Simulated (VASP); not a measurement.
Consider the following.

```yaml
crystal:
  lattice:
    - [5.14854, 0.00000, 0.00000]
    - [-2.57427, 4.45877, 0.00000]
    - [0.00000, 0.00000, 3.83924]
  atoms:
    - { symbol: La, position: [0.00000, 0.00000, 0.00000] }
    - { symbol: Ga, position: [0.33333, 0.66667, 0.00000] }
    - { symbol: Ni, position: [0.66667, 0.33333, 0.00000] }
    - { symbol: Ni, position: [0.99354, 0.49677, 0.50000] }
    - { symbol: Ni, position: [0.50323, 0.00646, 0.50000] }
    - { symbol: Ni, position: [0.50323, 0.49677, 0.50000] }
```

Calculation: PBEsol GGA, VASP's PBE PAW potentials (set 64) (plane waves; VASP 6.6.1). Run with 300 eV cut-off, 7×7×8 Γ-centred mesh, Fermi-Dirac smearing of 0.050 eV, potentials La Ga_d Ni.

Problem. Give the energies of bands 23 to 36 at the high-symmetry points, in eV from the Fermi level.

Solution. 
| band | Γ | M | K | A | L | H |
|---|---|---|---|---|---|---|
| 23 | -1.08 | -1.68 | -1.51 | -1.40 | -1.61 | -1.76 |
| 24 | -1.08 | -1.63 | -1.50 | -1.40 | -1.56 | -1.59 |
| 25 | -0.99 | -1.47 | -1.50 | -1.26 | -1.55 | -1.49 |
| 26 | -0.86 | -1.17 | -1.44 | -1.10 | -1.48 | -1.49 |
| 27 | -0.86 | -1.13 | -1.29 | -0.91 | -1.43 | -1.39 |
| 28 | -0.68 | -0.94 | -0.97 | -0.91 | -1.02 | -1.20 |
| 29 | -0.49 | -0.84 | -0.96 | -0.86 | -0.93 | -1.14 |
| 30 | -0.49 | -0.72 | -0.72 | -0.86 | -0.61 | -0.72 |
| 31 | -0.11 | -0.37 | -0.47 | -0.51 | -0.60 | -0.34 |
| 32 | 0.71 | -0.35 | -0.35 | -0.51 | -0.23 | -0.18 |
| 33 | 0.71 | 0.96 | 0.89 | -0.26 | -0.16 | -0.15 |
| 34 | 0.77 | 1.28 | 1.35 | -0.11 | 0.93 | 0.18 |
| 35 | 1.35 | 1.61 | 2.05 | 0.27 | 1.14 | 1.55 |
| 36 | 1.85 | 1.83 | 2.19 | 0.27 | 2.21 | 2.49 |

It has no gap at this level: it comes out as a metal or semimetal.

The structure comes from a computed database's LaGaNi4 entry; how it stands against other phases isn't given here. The cell was not relaxed at this level. The run is not spin-polarised, so no magnetic state was tried.
